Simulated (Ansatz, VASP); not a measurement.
# H2C4SCl2O2 (H2C4SCl2O2 (C2/c)): VASP beside Ansatz, part 2 of 2

One calculation is typed for both programs; each brings its own data sets. How far apart do they land? Of the first pair: The structure shown is the start of the Ansatz relaxation below; VASP solves that cell, so the two are compared at the walk's first step.

VASP 6.6.1 and Ansatz 0.2.0.

So far. Step 3 (VASP: single point, PBE with D3(BJ), start cell, pair 1): The run ends at a pressure of -3.25 GPa, with forces up to 0.95 eV/Å.

## 5. Ansatz: relaxation, PBE with D3(BJ)

Level of this step: Ansatz beside VASP: Kohn-Sham DFT, plane waves, PBE with D3(BJ) (Ansatz).

This run makes the geometry at which the two programs are then compared.

The structure compared here is the end of the Ansatz relaxation.

Input file input.yaml:

```yaml
crystal:
  lattice:
    - [15.54704, 0.00072, -0.11556]
    - [0.00049, 10.39747, 0.00086]
    - [-0.21918, 0.00141, 17.22702]
  atoms:
    - { symbol: H, position: [0.32381, 0.33348, 0.08648] }
    - { symbol: H, position: [0.17695, 0.33319, 0.16335] }
    - { symbol: H, position: [0.07374, 0.8336, 0.08646] }
    - { symbol: H, position: [0.42629, 0.8335, 0.16348] }
    - { symbol: H, position: [0.17655, 0.66672, 0.41343] }
    - { symbol: H, position: [0.32346, 0.66679, 0.33663] }
    - { symbol: H, position: [0.42665, 0.16665, 0.41343] }
    - { symbol: H, position: [0.07352, 0.16652, 0.33656] }
    - { symbol: C, position: [0.07237, 0.0415, 0.0877] }
    - { symbol: C, position: [0.42778, 0.04139, 0.16226] }
    - { symbol: C, position: [0.32238, 0.54137, 0.08771] }
    - { symbol: C, position: [0.17801, 0.5411, 0.16211] }
    - { symbol: C, position: [0.4279, 0.95875, 0.41222] }
    - { symbol: C, position: [0.07224, 0.95861, 0.33777] }
    - { symbol: C, position: [0.17787, 0.45883, 0.41227] }
    - { symbol: C, position: [0.32224, 0.45888, 0.33785] }
    - { symbol: C, position: [0.04133, 0.92267, 0.10369] }
    - { symbol: C, position: [0.45874, 0.92253, 0.14625] }
    - { symbol: C, position: [0.29139, 0.42252, 0.10373] }
    - { symbol: C, position: [0.20921, 0.42237, 0.14611] }
    - { symbol: C, position: [0.459, 0.07753, 0.3962] }
    - { symbol: C, position: [0.04116, 0.07741, 0.35378] }
    - { symbol: C, position: [0.20894, 0.57763, 0.39623] }
    - { symbol: C, position: [0.29112, 0.57766, 0.35386] }
    - { symbol: S, position: [0.2501, 0.66341, 0.12491] }
    - { symbol: S, position: [0.00015, 0.16359, 0.12495] }
    - { symbol: S, position: [0.25009, 0.33667, 0.37508] }
    - { symbol: S, position: [3.0e-05, 0.83644, 0.37495] }
    - { symbol: Cl, position: [0.16294, 0.08929, 0.04099] }
    - { symbol: Cl, position: [0.33728, 0.0893, 0.20903] }
[... 140 atom lines left out ...]
    - { symbol: O, position: [0.95828, 0.23588, 0.56138] }
    - { symbol: O, position: [0.54174, 0.23583, 0.68869] }
    - { symbol: O, position: [0.79175, 0.26404, 0.93869] }
    - { symbol: O, position: [0.70845, 0.26404, 0.8114] }
    - { symbol: O, position: [0.5417, 0.76411, 0.93863] }
    - { symbol: O, position: [0.9583, 0.76428, 0.81139] }
kpoints:
  mp_grid: { grid: [1, 1, 1] }
hamiltonian:
  xc: pbe
  dispersion: d3bj
scf:
  occupations: { method: fixed }
output:
  forces: true
  eigenvalues: true
  stress: true
relax:
  f_tol: 0.05
  max_steps: 70
```

Started as:

```console
ansatz run input.yaml --threads 4 --pin off --max-ram 8192MiB --backend cpu --events-out ev --progress --plain --runs-dir out
```

Numbers of over 12 decimals in the logs are rounded to 6 here.

The program printed:

```text
[...]
Crystal: 176 atoms, lattice volume = 2784.482 Å³
Basis set: ecut = 420 eV, 54479 PW (Γ), exchange–correlation on 216×144×240 points (8 copies of the dense FFT grid, shifted against one another)
Bands: 576, of which v1, the nominal top of the filled ones, is band 400 counted from 1 (399 counted from 0)
Symmetry: 1 space group operations
[...]
k-points: 1
[...]
- { symbol: S, position: [0.749978, 0.338007, 0.874845] }
    - { symbol: S, position: [0.500011, 0.838003, 0.874917] }
[...]
- { symbol: Cl, position: [0.839033, 0.911929, 0.958494] }
    - { symbol: Cl, position: [0.661084, 0.911854, 0.791550] }
    - { symbol: Cl, position: [0.588920, 0.411858, 0.958227] }
    - { symbol: Cl, position: [0.911017, 0.411959, 0.791462] }
[...]
- { symbol: O, position: [0.791526, 0.266422, 0.937744] }
    - { symbol: O, position: [0.708446, 0.266464, 0.811939] }
    - { symbol: O, position: [0.541553, 0.766397, 0.937811] }
    - { symbol: O, position: [0.958483, 0.766490, 0.812194] }
```

## 6. VASP: single point, PBE with D3(BJ), relaxed cell, pair 2

The same cell, functional and mesh now go to VASP, with its own data sets.

Input file INCAR:

```
SYSTEM = H2C4SCl2O2
PREC = Accurate
ENCUT = 600
EDIFF = 1E-06
NELM = 120
ISMEAR = 0
SIGMA = 0.01
LREAL = Auto
ALGO = Normal
GGA = PE
IVDW = 12
NBANDS = 523
LORBIT = 11
LWAVE = .FALSE.
LCHARG = .FALSE.
ISIF = 2
LASPH = .TRUE.
GGA_COMPAT = .FALSE.
EFERMI = MIDGAP
```

Input file POSCAR:

```
H2C4SCl2O2
1.0
   15.5470400000      0.0007200000     -0.1155600000
    0.0004900000     10.3974700000      0.0008600000
   -0.2191800000      0.0014100000     17.2270200000
H C S Cl O
32 64 16 32 32
Direct
    0.3228000000      0.3348900000      0.0868600000
    0.1774500000      0.3347900000      0.1630400000
    0.0727400000      0.8349500000      0.0867800000
    0.4273000000      0.8349100000      0.1631900000
    0.1773800000      0.6651500000      0.4131300000
    0.3227400000      0.6651800000      0.3369500000
    0.4273800000      0.1651600000      0.4130500000
    0.0727800000      0.1651200000      0.3369900000
    0.3226600000      0.3348600000      0.5868900000
    0.1773000000      0.3349100000      0.6630500000
    0.0726800000      0.8349200000      0.5867600000
    0.4273300000      0.8349100000      0.6631600000
    0.1773400000      0.6651700000      0.9131100000
    0.3227000000      0.6652100000      0.8369400000
    0.4273900000      0.1651800000      0.9130100000
    0.0727700000      0.1651600000      0.8370100000
    0.8227500000      0.3348700000      0.0870500000
    0.6774000000      0.3348900000      0.1632400000
    0.5726500000      0.8347800000      0.0870000000
    0.9273900000      0.8348900000      0.1629700000
    0.6773400000      0.6651400000      0.4129500000
    0.8226600000      0.6651300000      0.3367300000
    0.9274400000      0.1651600000      0.4131900000
    0.5727300000      0.1651400000      0.3368600000
    0.8227100000      0.3348600000      0.5870400000
    0.6773700000      0.3349100000      0.6632500000
    0.5726900000      0.8348400000      0.5869800000
    0.9273300000      0.8348800000      0.6629600000
    0.6772800000      0.6651400000      0.9129700000
    0.8226300000      0.6651800000      0.8367800000
[... 140 atom lines left out ...]
    0.9584300000      0.2336500000      0.5620100000
    0.5416500000      0.2335500000      0.6879900000
    0.7915300000      0.2664200000      0.9377400000
    0.7084500000      0.2664600000      0.8119400000
    0.5415500000      0.7664000000      0.9378100000
    0.9584800000      0.7664900000      0.8121900000
```

Input file KPOINTS:

```
Automatic mesh
0
Gamma
1 1 1
0 0 0
```

PAW data sets: H, C, S, Cl and O (PBE family, release 64).

Started as:

```console
export OMP_NUM_THREADS=3
mpirun -np 1 vasp_gam
```

The program printed:

```text
[... set-up lines as in an earlier step ...]
 entering main loop
       N       E                     dE             d eps       ncg     rms          rms(c)
DAV:   1     0.890683379232E+04    0.89068E+04   -0.45022E+05  1046   0.161E+03
DAV:   2     0.851602940948E+02   -0.88217E+04   -0.84326E+04  1580   0.345E+02
DAV:   3    -0.108132393436E+04   -0.11665E+04   -0.11522E+04  1228   0.137E+02
DAV:   4    -0.112011358589E+04   -0.38790E+02   -0.38551E+02  1276   0.261E+01
[...]
DAV:  16    -0.101075452975E+04   -0.31057E-05   -0.54417E-06  1180   0.373E-03    0.999E-03
DAV:  17    -0.101075453288E+04   -0.31299E-05   -0.29170E-06   916   0.267E-03    0.220E-03
DAV:  18    -0.101075453296E+04   -0.77278E-07   -0.54872E-07   628   0.141E-03
   1 F= -.10287861E+04 E0= -.10287861E+04  d E =0.000000E+00
```

Parts of OUTCAR (step 6):

```text
  FREE ENERGIE OF THE ION-ELECTRON SYSTEM (eV)
  ---------------------------------------------------
  free  energy   TOTEN  =     -1028.7861150464 eV

  energy  without entropy=    -1028.7861150464  energy(sigma->0) =    -1028.78611505
```

The run ends at a pressure of -0.80 GPa, with forces up to 0.24 eV/Å.

## 7. Side by side

What differs besides the data sets and the points named for the pairs above, as far as they apply: the cutoff is 420 eV in Ansatz and 600 eV in VASP (PREC = Accurate, projectors in real space). Total energies have different zeros and are not compared.

The two programs side by side:

```
              quantity  Ansatz   VASP  difference
        pressure (GPa)   -0.26  -0.80       +0.54
gap on the k mesh (eV)   2.237  2.243      -0.006
```

Forces on 7 of the 176 atoms, those with the largest forces and the largest differences (eV/Å; atoms numbered as in POSCAR):

```
atom         Ansatz x, y, z           VASP x, y, z
O147   0.001, -0.006, 0.005   0.103, -0.114, 0.180
O153   0.001, -0.006, 0.005   0.104, -0.114, 0.181
O160    0.001, 0.005, 0.005    0.104, 0.112, 0.181
O165  -0.001, 0.007, -0.005  -0.105, 0.116, -0.180
O169   0.001, -0.007, 0.005   0.104, -0.115, 0.179
O173  -0.001, 0.007, -0.005  -0.105, 0.116, -0.179
O176    0.002, 0.007, 0.005    0.105, 0.116, 0.183
```

The forces differ by 87 meV/Å r.m.s., where the r.m.s. force is 0.004 eV/Å in Ansatz and 0.087 eV/Å in VASP: the atoms lie near their places of rest in Ansatz, so a percentage would say little (all taken over all components). A gap on the mesh is an upper bound, since the band edges may lie between its points.

## 8. Results

```
r.m.s. force difference (single point, PBE with D3(BJ), start cell, pair 1)   : 22 % of the r.m.s. force
r.m.s. force difference (single point, PBE with D3(BJ), relaxed cell, pair 2) : 87 meV/Å
difference in pressure (single point, PBE with D3(BJ), relaxed cell, pair 2)  : 0.54 GPa
```

In words: The r.m.s. force difference is 22 % of the r.m.s. force (single point, PBE with D3(BJ), start cell, pair 1), beyond the 3 % picked in this series as the mark of a large difference. What causes the difference of the single point, PBE with D3(BJ), start cell, pair 1 pair stays open here. What causes the difference of the single point, PBE with D3(BJ), relaxed cell, pair 2 pair stays open here. How closely two codes agree says nothing of how well the functional describes the real material.

[Lines on the potential files, build, host, timing and source positions are cut from VASP's logs without a mark.]

[Logs are printed without paths, hosts, clocks, repeated set-up lines and the standing remarks that a program may print on its own settings, such as how far it seeks lower states.]

[Hosts, paths, dates, database ids (printed as entryN), source tags and the programs' standing remarks are cut or masked in the printed files.]
